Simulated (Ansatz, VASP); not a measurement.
One calculation of Mg2SO, two programs

The input INCAR:

```
SYSTEM = Mg2SO
ALGO = Normal
EDIFF = 1E-6
ENCUT = 520
GGA = PS
ISIF = 2
ISMEAR = 0
LASPH = .True.
LCHARG = .False.
LREAL = .False.
LWAVE = .False.
NBANDS = 16
NELM = 100
PREC = Accurate
SIGMA = 0.01
```

Contents of KPOINTS:

```
k-points
0
Gamma
  6 6 4
  0 0 0
```

File POSCAR:

```
Mg2SO
1.0
    3.6748652521      0.0000000000      0.0000000000
    0.0000000000      3.6748652521      0.0000000000
    0.0000000000      0.0000000000      4.8839684028
O Mg S
1 2 1
Direct
    0.0000000000      0.0000000000      0.0000000000
    0.0000000000      0.5000000000      0.8113170196
    0.5000000000      0.0000000000      0.1886829804
    0.5000000000      0.5000000000      0.5000000000
```

Input for Ansatz:

```yaml
crystal:
  lattice:
    - [3.6748652521, 0.0, 0.0]
    - [0.0, 3.6748652521, 0.0]
    - [0.0, 0.0, 4.8839684028]
  atoms:
    - { symbol: O, position: [0.0, 0.0, 0.0] }
    - { symbol: Mg, position: [0.0, 0.5, 0.8113170196] }
    - { symbol: S, position: [0.5, 0.5, 0.5] }
    - { symbol: Mg, position: [0.5, 0.0, 0.1886829804] }
kpoints:
  mp_grid: { grid: [6, 6, 4] }
hamiltonian:
  xc: pbesol
scf:
  occupations: { method: fixed }
  n_extra_bands: 5
output:
  forces: true
  stress: true
  eigenvalues: true
```

The cell was built by a generator and needn't be a form met in nature.

Alike in both runs: task single point; functional PBEsol; k mesh 6 × 6 × 4; no spin polarisation.

```csv
,VASP,Ansatz
version,VASP 6.6.1,Ansatz 0.2.0
potentials or method,"VASP PAW PBE potentials, release 64 (O, Mg, S)","plane waves, PAW"
plane-wave cutoff (eV),520,420
occupations,"gaussian, width 0.01 eV",fixed
valence electrons in the cell,16,32
```

VASP gave:

```
gap on the k mesh at the Fermi level (eV) : 1.50
pressure (GPa)                            : -0.3
rms of the force components (eV/Å)        : 0.014
```

What did Ansatz give for the same quantities?

gap on the k mesh at the Fermi level (eV): 1.51; pressure (GPa): -0.1; rms of the force components (eV/Å): 0.012.

The two sets of potentials don't hold the same shells in valence.

Caveats: the PAW data sets were made with another functional, which shifts forces and pressure a little (VASP). A k mesh can miss the band edges.
